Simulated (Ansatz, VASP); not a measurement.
# LaS in two plane-wave programs

One calculation is typed for both programs; each brings its own data sets. How far apart do they land? The cell is taken from a series of runs on this material, whose earlier steps may have relaxed, scaled, displaced or heated it; both programs get it as it stands.

Main program and level: Ansatz 0.2.0; plane waves, with VASP 6.6.1 beside it; zone-centre phonons at PBEsol.

## Step 1: The starting structure

The structure is cubic, space group Fm-3m (No. 225). Conventional cell: a = 5.806 Å, b = 5.806 Å, c = 5.806 Å, α = 90.00°, β = 90.00°, γ = 90.00°. Nearest to La lie 6 S at 2.90 Å. S has 6 La at 2.90 Å nearest. Farther neighbours and most contacts between anions are not listed.

As a file:

```
La S
1.0
     0.00000    2.90283    2.90283
     2.90283    0.00000    2.90283
     2.90283    2.90283    0.00000
La S
1 1
Cartesian
  0.0000 0.0000 0.0000
  2.9028 2.9028 2.9028
```

## Step 2: VASP: zone-centre phonons, PBEsol

Second derivatives magnify differences that forces hide, and they need a tight electronic threshold.

Lines of VASP's logs that name or quote its potential files are left out, and so is its time.

Contents of INCAR:

```
SYSTEM = LaS
PREC = Accurate
ENCUT = 500
EDIFF = 1E-08
NELM = 200
ISMEAR = 1
SIGMA = 0.2
LREAL = .FALSE.
ALGO = Normal
GGA = PS
NBANDS = 14
LASPH = .TRUE.
LORBIT = 11
LWAVE = .FALSE.
LCHARG = .FALSE.
ISIF = 2
IBRION = 8
GGA_COMPAT = .FALSE.
LMAXMIX = 6
```

Contents of POSCAR:

```
LaS
1.0
    0.0000000000      2.9028275455      2.9028275455
    2.9028275455      0.0000000000      2.9028275455
    2.9028275455      2.9028275455      0.0000000000
La S
1 1
Direct
    0.0000000000      0.0000000000      0.0000000000
    0.5000000000      0.5000000000      0.5000000000
```

Contents of KPOINTS:

```
Automatic mesh
0
Gamma
6 6 6
0 0 0
```

The projector-augmented-wave data sets are La and S (PBE family, release 64).

Launch:

```bash
> mpirun -np 1 vasp_std
```

Numbers of over 12 decimals in the logs are rounded to 6 here.

Log:

```text
[banner, memory and clock lines left out]
running    1 mpi-ranks, on    1 nodes
 distrk:  each k-point on    1 cores,    1 groups
 distr:  one band on    1 cores,    1 groups

 POSCAR found type information on POSCAR LaS
 POSCAR found :  2 types and       2 ions
|                                                                             |
|               ----> ADVICE to this user running VASP <----                  |
|                                                                             |
|     You enforced a specific xc type in the INCAR file but a different       |
|     [... a line on the potential file left out ...]
|     I HOPE YOU KNOW WHAT YOU ARE DOING!                                     |
|                                                                             |

 LDA part: xc-table for (Slater+PW92), standard interpolation
 POSCAR, INCAR and KPOINTS ok, starting setup
 FFT: planning ... GRIDC
 FFT: planning ... GRID_SOFT
 FFT: planning ... GRID
 WAVECAR not read
 entering main loop
       N       E                     dE             d eps       ncg     rms          rms(c)
DAV:   1     0.136214846321E+03    0.13621E+03   -0.59631E+03   472   0.151E+03
DAV:   2     0.521634999843E+01   -0.13100E+03   -0.12296E+03   552   0.233E+02
DAV:   3    -0.131051011419E+02   -0.18321E+02   -0.17334E+02   700   0.107E+02
DAV:   4    -0.143114011056E+02   -0.12063E+01   -0.96433E+00   740   0.203E+01
DAV:   5    -0.143913246454E+02   -0.79924E-01   -0.79784E-01   760   0.560E+00    0.485E+00
DAV:   6    -0.142438406843E+02    0.14748E+00   -0.41501E-01   694   0.316E+00    0.323E+00
DAV:   7    -0.142260838668E+02    0.17757E-01   -0.10428E-01   786   0.223E+00    0.139E+00
DAV:   8    -0.142268243090E+02   -0.74044E-03   -0.30287E-02   730   0.155E+00    0.290E-01
DAV:   9    -0.142265471368E+02    0.27717E-03   -0.42161E-03   874   0.609E-01    0.155E-01
DAV:  10    -0.142271575224E+02   -0.61039E-03   -0.30850E-03   642   0.555E-01    0.430E-02
DAV:  11    -0.142271349674E+02    0.22555E-04   -0.90570E-04   838   0.341E-01    0.547E-02
DAV:  12    -0.142272211245E+02   -0.86157E-04   -0.44057E-04   622   0.185E-01    0.155E-02
DAV:  13    -0.142272379838E+02   -0.16859E-04   -0.10124E-04   866   0.737E-02    0.200E-02
DAV:  14    -0.142272409287E+02   -0.29448E-05   -0.27723E-05   650   0.423E-02    0.499E-03
DAV:  15    -0.142272409525E+02   -0.23882E-07   -0.27269E-06   756   0.175E-02    0.550E-03
DAV:  16    -0.142272409359E+02    0.16662E-07   -0.42475E-07   684   0.537E-03    0.292E-03
DAV:  17    -0.142272408188E+02    0.11711E-06   -0.17702E-07   784   0.359E-03    0.712E-04
DAV:  18    -0.142272407954E+02    0.23332E-07   -0.12179E-08   654   0.954E-04    0.335E-04
DAV:  19    -0.142272407804E+02    0.14991E-07   -0.18437E-09   458   0.551E-04    0.134E-04
DAV:  20    -0.142272407769E+02    0.34895E-08   -0.10285E-09   428   0.456E-04
   1 F= -.14227241E+02 E0= -.14226340E+02  d E =-.270359E-02
 Linear response reoptimize wavefunctions to high precision
DAV:   1    -0.142272407755E+02    0.14631E-08   -0.24118E-09   532   0.424E-04
DAV:   2    -0.142272407755E+02   -0.31605E-10   -0.32738E-10   434   0.273E-04
 Linear response DOF=           2
 Linear response progress:
  Degree of freedom:   1/  2
       N       E                     dE             d eps       ncg     rms          rms(c)
RMM:   1    -0.261865316347E+00   -0.26187E+00   -0.56825E-01  1392   0.258E+01
RMM:   2    -0.253797349825E+00    0.80680E-02   -0.84979E-02  1411   0.300E+00    0.105E-01
RMM:   3    -0.255705891396E+00   -0.19085E-02   -0.29358E-02  1782   0.120E+00    0.699E-02
RMM:   4    -0.256994093860E+00   -0.12882E-02   -0.83094E-03  2039   0.479E-01    0.643E-02
RMM:   5    -0.258216430458E+00   -0.12223E-02   -0.18505E-03  1891   0.282E-01    0.233E-02
RMM:   6    -0.258561522741E+00   -0.34509E-03   -0.10077E-03  2161   0.141E-01    0.160E-02
RMM:   7    -0.258689424963E+00   -0.12790E-03   -0.40201E-04  2009   0.956E-02    0.949E-03
RMM:   8    -0.258900633517E+00   -0.21121E-03   -0.12758E-04  1991   0.653E-02    0.542E-03
RMM:   9    -0.259018881769E+00   -0.11825E-03   -0.76412E-05  2126   0.421E-02    0.321E-03
RMM:  10    -0.258966339715E+00    0.52542E-04   -0.31489E-05  1956   0.259E-02    0.236E-03
RMM:  11    -0.258991707653E+00   -0.25368E-04   -0.13534E-05  2105   0.166E-02    0.942E-04
RMM:  12    -0.259008609194E+00   -0.16902E-04   -0.17738E-05  2099   0.113E-02    0.287E-04
RMM:  13    -0.259001175133E+00    0.74341E-05   -0.25815E-06  2026   0.777E-03    0.889E-04
RMM:  14    -0.259008761401E+00   -0.75863E-05   -0.69064E-06  2055   0.594E-03    0.447E-04
[...]
RMM:  32    -0.259021432806E+00   -0.63303E-07    0.33851E-07  2132   0.180E-03    0.125E-06
RMM:  33    -0.259021418010E+00    0.14796E-07    0.34546E-07  2169   0.179E-03    0.154E-06
RMM:  34    -0.259021418113E+00   -0.10284E-09    0.34365E-07  2072   0.178E-03    0.248E-06
RMM:  35    -0.259021417890E+00    0.22263E-09    0.34626E-07  2010   0.178E-03    0.334E-06
RMM:  36    -0.259021417141E+00    0.74863E-09    0.34362E-07  1972   0.178E-03    0.405E-06
RMM:  37    -0.259021422272E+00   -0.51305E-08    0.34299E-07  2055   0.178E-03    0.409E-06
RMM:  38    -0.259021425688E+00   -0.34165E-08    0.34092E-07  2040   0.177E-03    0.424E-06
RMM:  39    -0.259021427002E+00   -0.13134E-08    0.33915E-07  1986   0.177E-03    0.450E-06
 first order change of Fermi-energy  -0.17971E-03
 force on displaced ion       1 direction 1 :  -6.926   0.000   0.000
 Linear response progress:
  Degree of freedom:   2/  2
       N       E                     dE             d eps       ncg     rms          rms(c)
RMM:   1    -0.118445334787E+00   -0.11845E+00   -0.86468E-02  2071   0.192E+00
RMM:   2    -0.106737819748E+00    0.11708E-01   -0.82463E-03  1451   0.905E-01    0.104E-01
RMM:   3    -0.107740141861E+00   -0.10023E-02   -0.20072E-03  1795   0.249E-01    0.446E-02
RMM:   4    -0.108371141173E+00   -0.63100E-03   -0.56811E-04  1786   0.133E-01    0.140E-02
RMM:   5    -0.108416889999E+00   -0.45749E-04   -0.13683E-04  1981   0.482E-02    0.134E-02
RMM:   6    -0.108422970974E+00   -0.60810E-05   -0.49760E-05  1904   0.308E-02    0.334E-03
RMM:   7    -0.108445204569E+00   -0.22234E-04   -0.12579E-05  1954   0.157E-02    0.125E-03
RMM:   8    -0.108453090357E+00   -0.78858E-05   -0.41412E-06  2015   0.891E-03    0.863E-04
RMM:   9    -0.108448490244E+00    0.46001E-05   -0.30244E-06  1971   0.543E-03    0.428E-04
RMM:  10    -0.108450916273E+00   -0.24260E-05   -0.34659E-06  2060   0.346E-03    0.236E-04
RMM:  11    -0.108451303548E+00   -0.38727E-06   -0.77763E-06  1990   0.260E-03    0.227E-04
RMM:  12    -0.108451668110E+00   -0.36456E-06   -0.73192E-06  2031   0.200E-03    0.956E-05
RMM:  13    -0.108451655972E+00    0.12138E-07   -0.50946E-06  1982   0.170E-03    0.568E-05
RMM:  14    -0.108451723535E+00   -0.67563E-07   -0.32312E-06  2022   0.149E-03    0.379E-05
RMM:  15    -0.108451762787E+00   -0.39252E-07   -0.24876E-06  2007   0.140E-03    0.171E-05
RMM:  16    -0.108451788555E+00   -0.25768E-07   -0.16660E-06  2054   0.132E-03    0.404E-06
RMM:  17    -0.108451785314E+00    0.32408E-08   -0.11423E-06  2027   0.129E-03    0.507E-06
RMM:  18    -0.108451783737E+00    0.15776E-08   -0.82619E-07  1972   0.126E-03    0.593E-06
RMM:  19    -0.108451781522E+00    0.22145E-08   -0.76763E-07  1997   0.124E-03    0.102E-05
RMM:  20    -0.108451790085E+00   -0.85628E-08   -0.45863E-07  2001   0.123E-03    0.729E-06
RMM:  21    -0.108451790148E+00   -0.62913E-10   -0.47190E-07  2053   0.122E-03    0.674E-06
RMM:  22    -0.108451786479E+00    0.36691E-08   -0.37602E-07  1915   0.121E-03    0.704E-06
RMM:  23    -0.108451784716E+00    0.17633E-08   -0.23509E-07  1878   0.120E-03    0.746E-06
 first order change of Fermi-energy   0.24007E-04
 force on displaced ion       2 direction 1 :  -6.880   0.000   0.000
 Linear response finished
```

Parts of OUTCAR (step 2):

```text
ion  position               nearest neighbor table
   1  0.000  0.000  0.000-   2 2.90   2 2.90   2 2.90   2 2.90   2 2.90   2 2.90
   2  0.500  0.500  0.500-   1 2.90   1 2.90   1 2.90   1 2.90   1 2.90   1 2.90

  LATTYP: Found a face centered cubic cell.
 ALAT       =     5.8056550910

 Subroutine GETGRP returns: Found 48 space group operations
 (whereof 48 operations were pure point group operations)

The static configuration has the point symmetry O_h .

 Found     16 irreducible k-points:

   k-points           NKPTS =     16   k-points in BZ     NKDIM =     16   number of bands    NBANDS=     14

   dimension x,y,z NGX =    30 NGY =   30 NGZ =   30
   dimension x,y,z NGXF=    60 NGYF=   60 NGZF=   60

   ENCUT  =  500.0 eV  36.75 Ry    6.06 a.u.   7.48  7.48  7.48*2*pi/ulx,y,z

   NELECT =      17.0000    total number of electrons

 k-points in reciprocal lattice and weights: Automatic mesh
   0.00000000  0.00000000  0.00000000       0.005
   0.16666667  0.00000000  0.00000000       0.037
   0.33333333  0.00000000  0.00000000       0.037
   0.50000000  0.00000000  0.00000000       0.019
   0.16666667  0.16666667  0.00000000       0.028
   0.33333333  0.16666667  0.00000000       0.111
   0.50000000  0.16666667  0.00000000       0.111
  -0.33333333  0.16666667  0.00000000       0.111
  -0.16666667  0.16666667  0.00000000       0.056
[...]
-0.33333333  0.33333333  0.16666667       0.111
  -0.33333333  0.50000000  0.16666667       0.056

 average (electrostatic) potential at core
       1 -95.1025       2 -83.3965

  Total       -0.0651989     -0.0651989     -0.0651989      0.0000000     -0.0000000      0.0000000
  in kB       -2.1352924     -2.1352924     -2.1352924      0.0000000     -0.0000000      0.0000000
  external PRESSURE =      -2.1352924 kB  Pullay stress =       0.0000000 kB

  energy-cutoff  :      500.00
  volume of cell :       48.92
      direct lattice vectors                 reciprocal lattice vectors
     0.000000000  2.902827546  2.902827546    -0.172245851  0.172245851  0.172245851
     2.902827546  0.000000000  2.902827546     0.172245851 -0.172245851  0.172245851
     2.902827546  2.902827546  0.000000000     0.172245851  0.172245851 -0.172245851

 POSITION                                       TOTAL-FORCE (eV/Angst)
 -----------------------------------------------------------------------------------
      0.00000      0.00000      0.00000        -0.000000      0.000000      0.000000
      2.90283      2.90283      2.90283         0.000000     -0.000000     -0.000000
 -----------------------------------------------------------------------------------
    total drift:                               -0.000000      0.000000      0.000000

 Eigenvectors and eigenvalues of the dynamical matrix
 ----------------------------------------------------

   1 f  =    8.038740 THz    50.508891 2PiTHz  268.143494 cm-1    33.245541 meV
             X         Y         Z           dx          dy          dz
      0.000000  0.000000  0.000000     0.000000    0.434253    0.000000
      2.902828  2.902828  2.902828     0.000000   -0.900791    0.000000

   2 f  =    8.038740 THz    50.508891 2PiTHz  268.143494 cm-1    33.245541 meV
             X         Y         Z           dx          dy          dz
      0.000000  0.000000  0.000000    -0.434253    0.000000    0.000000
      2.902828  2.902828  2.902828     0.900791    0.000000    0.000000

   3 f  =    8.038740 THz    50.508891 2PiTHz  268.143494 cm-1    33.245541 meV
             X         Y         Z           dx          dy          dz
      0.000000  0.000000  0.000000     0.000000    0.000000   -0.434253
      2.902828  2.902828  2.902828     0.000000    0.000000    0.900791

   4 f/i=    0.010470 THz     0.065786 2PiTHz    0.349247 cm-1     0.043301 meV
             X         Y         Z           dx          dy          dz
      0.000000  0.000000  0.000000     0.900791    0.000000    0.000000
      2.902828  2.902828  2.902828     0.434253    0.000000    0.000000

   5 f/i=    0.010470 THz     0.065786 2PiTHz    0.349247 cm-1     0.043301 meV
             X         Y         Z           dx          dy          dz
      0.000000  0.000000  0.000000     0.000000   -0.900791    0.000000
      2.902828  2.902828  2.902828     0.000000   -0.434253    0.000000

   6 f/i=    0.010470 THz     0.065786 2PiTHz    0.349247 cm-1     0.043301 meV
             X         Y         Z           dx          dy          dz
      0.000000  0.000000  0.000000     0.000000    0.000000    0.900791
      2.902828  2.902828  2.902828     0.000000    0.000000    0.434253

 ELASTIC MODULI CONTR FROM IONIC RELAXATION (kBar)
 Direction    XX          YY          ZZ          XY          YZ          ZX
 --------------------------------------------------------------------------------
 XX           0.0000      0.0000      0.0000      0.0000      0.0000      0.0000
 YY           0.0000      0.0000      0.0000      0.0000      0.0000      0.0000
 ZZ           0.0000      0.0000      0.0000      0.0000      0.0000      0.0000
 XY           0.0000      0.0000      0.0000      0.0000      0.0000      0.0000
 YZ           0.0000      0.0000      0.0000      0.0000      0.0000      0.0000
 ZX           0.0000      0.0000      0.0000      0.0000      0.0000      0.0000
 --------------------------------------------------------------------------------
```

This run has no spin polarisation. Its electron count is odd, so without a moment it is a metal by construction.

(Part 1 of 2 ends here.)

[Lines on the potential files, build, host, timing and source positions are cut from VASP's logs without a mark.]

[Logs are printed without paths, hosts, clocks, repeated set-up lines and the standing remarks that a program may print on its own settings, such as how far it seeks lower states.]

[Hosts, paths, dates, database ids (printed as entryN), source tags and the programs' standing remarks are cut or masked in the printed files.]
